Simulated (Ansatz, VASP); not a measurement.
## La2PBr2 in VASP and in Ansatz

Contents of INCAR:

```
SYSTEM = La2PBr2
  PREC = Accurate
  ENCUT = 520
  EDIFF = 1E-6
  ISMEAR = -1
  SIGMA = 0.1
  LREAL = .FALSE.
  LASPH = .TRUE.
  NELM = 100
  ALGO = Normal
  ISIF = 2
  LWAVE = .FALSE.
  LCHARG = .FALSE.
  GGA = CA
  NBANDS = 28
```

Contents of KPOINTS:

```
regular mesh
0
G
  6 6 3
  0 0 0
```

POSCAR

```
La2PBr2
1.0
    4.2695460000      0.0000000000      0.0000000000
   -2.1347730000      3.6975360000      0.0000000000
    0.0000000000      0.0000000000     10.2033360000
La P Br
2 1 2
Direct
    0.3333330000      0.6666670000      0.8393400000
    0.6666670000      0.3333330000      0.1606600000
    0.0000000000      0.0000000000      0.0000000000
    0.6666670000      0.3333330000      0.6563970000
    0.3333330000      0.6666670000      0.3436030000
```

Input for Ansatz:

```yaml
crystal:
  lattice:
    - [4.269546, 0.0, 0.0]
    - [-2.134773, 3.697536, 0.0]
    - [0.0, 0.0, 10.203336]
  atoms:
    - { symbol: La, position: [0.333333, 0.666667, 0.83934] }
    - { symbol: La, position: [0.666667, 0.333333, 0.16066] }
    - { symbol: P, position: [0.0, 0.0, 0.0] }
    - { symbol: Br, position: [0.666667, 0.333333, 0.656397] }
    - { symbol: Br, position: [0.333333, 0.666667, 0.343603] }
kpoints:
  mp_grid:
    grid: [6, 6, 3]
hamiltonian:
  xc: lda
scf:
  occupations:
    method: fermi_dirac
    width: 0.1
  mixing:
    preconditioner: none
basis:
  ecutwfc: "31 Ry"
output:
  forces: true
```

The cell comes from a database or a generator and needn't be the stable form of this composition.

Alike in both runs: task single point; functional LDA; k mesh 6 × 6 × 3; occupations fermi-dirac, width 0.1 eV; no spin polarisation.

|  | VASP | Ansatz |
| --- | --- | --- |
| version | VASP 6.6.1 | Ansatz 0.2.0 |
| potentials or method | VASP PAW LDA potentials, release 64 (La, P, Br) | plane waves, PAW |
| plane-wave cutoff (eV) | 520 | 422 |
| valence electrons in the cell | 41 | 41 |

```csv
,VASP,Ansatz,Ansatz less VASP
rms of the force components (eV/Å),0.122,0.122,+0.0006
```

Atom by atom the forces differ by 0.001 eV/Å (rms over components). Ansatz warned: «structure_snapped_to_symmetry».

Caveats: an odd number of electrons without spin polarisation forces a metal; a magnetic or distorted state may lie lower. Spin-orbit coupling is left out, which matters for the levels of La.
